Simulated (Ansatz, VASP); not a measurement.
## Two plane-wave programs on CoC

```
CELL_PARAMETERS angstrom
2.44512 0.00000 0.00000
0.00000 2.44512 0.00000
0.00000 0.00000 2.44512
ATOMIC_POSITIONS crystal
Co 0.00000 0.00000 0.00000
C 0.50000 0.50000 0.50000
```

Alike in both runs: functional PBEsol; k mesh 14 × 14 × 14; occupations fermi-dirac, width 0.05 eV; collinear spin.

Ansatz relaxed the structure, and its values are those at the end. VASP's run is a single point on that final structure, the one shown.

|  | VASP | Ansatz |
| --- | --- | --- |
| version | VASP 6.6.1 | Ansatz 0.2.0 |
| potentials or method | VASP PAW PBE potentials, release 64 (Co, C) | PAW with Ansatz's default frozen-core files, scalar-relativistic |
| plane-wave cutoff (eV) | 520 | 420 |
| valence electrons in the cell | 13 | 21 |

VASP gave:

```
pressure (GPa)                                                : 6.5
net moment per atom (μB)                                      : 0.38
size of the moment on the site where the two differ most (μB) : 0.69
```

Question: Which values does Ansatz return?

Answer: Pressure (GPa): 6.5; net moment per atom (μB): 0.39; size of the moment on the site where the two differ most (μB): 0.70.

Site moments also hang on the region over which each program counts them. The two sets of potentials don't hold the same shells in valence.

Caveats: the PAW data sets were made with another functional, which shifts forces and pressure a little (VASP).
